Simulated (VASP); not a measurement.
An input for Quantum ESPRESSO's pw.x (written as the equivalent of a VASP run, and not itself run):

```
&CONTROL
  calculation = 'vc-relax'
  pseudo_dir = './pseudo'
  outdir = './out'
  tprnfor = .true.
  tstress = .true.
  nstep = 60
  forc_conv_thr = 0.00078
/
&SYSTEM
  ibrav = 0
  nat = 4
  ntyp = 2
  ecutwfc = 98
  occupations = 'smearing'
  smearing = 'methfessel-paxton'
  degauss = 0.00735
  input_dft = 'vdw-df-ob86'
/
&ELECTRONS
  conv_thr = 7.3e-08
  electron_maxstep = 100
/
&IONS
/
&CELL
/
ATOMIC_SPECIES
  Si 28.085 Si.upf
  Ni 58.693 Ni.upf
CELL_PARAMETERS angstrom
     3.4868405    0.0000000   -0.0000000
     0.0000000    3.4868405   -0.0000000
     0.0000000    0.0000000    3.4868405
ATOMIC_POSITIONS crystal
  Si   0.0000000  0.0000000  0.0000000
  Ni   0.0000000  0.5000000  0.5000000
  Ni   0.5000000  0.0000000  0.5000000
  Ni   0.5000000  0.5000000  0.0000000
K_POINTS automatic
  8 8 8 0 0 0
```

Question: Translate this input to VASP (INCAR, KPOINTS, POSCAR, choice of POTCAR).

Answer: This is not unique; one that fits is 
### KPOINTS
```
Automatic mesh
0
Gamma
8 8 8
0 0 0
```

**POSCAR**
```
Ni3Si
1
    3.4868404848     0.0000000000    -0.0000000000
    0.0000000000     3.4868404848    -0.0000000000
    0.0000000000     0.0000000000     3.4868404848
Si Ni
1 3
Direct
  0.0000000000   0.0000000000   0.0000000000
  0.0000000000   0.5000000000   0.5000000000
  0.5000000000   0.0000000000   0.5000000000
  0.5000000000   0.5000000000   0.0000000000
```

### INCAR
```
AGGAC  =  0.0
ALGO  =  Normal
EDIFF  =  1E-6
EDIFFG  =  -0.02
ENCUT  =  520
GGA  =  MK
IBRION  =  2
ISIF  =  3
ISMEAR  =  1
LASPH  =  .TRUE.
LCHARG  =  .FALSE.
LMAXMIX  =  4
LREAL  =  .FALSE.
LUSE_VDW  =  .TRUE.
LWAVE  =  .FALSE.
NELM  =  100
NSW  =  60
PARAM1  =  0.1234
PARAM2  =  1.0
PREC  =  Accurate
SIGMA  =  0.1
SYSTEM  =  Ni3Si
```

POTCAR, in this order: Si Ni (PBE.64 set). Program: vasp_std.

The two are equivalent in intent, not identical: the potentials are each code's own (VASP's PAW set, PseudoDojo norm-conserving files in pw.x), so ENCUT and ecutwfc are chosen apart and not converted; conv_thr bounds pw.x's estimated SCF error, while EDIFF bounds the energy change between steps; forc_conv_thr acts on force components and is met together with etot_conv_thr.

The compound is Ni3Si in the L1_2 structure. It was relaxed first. The start is the result of an earlier pass.
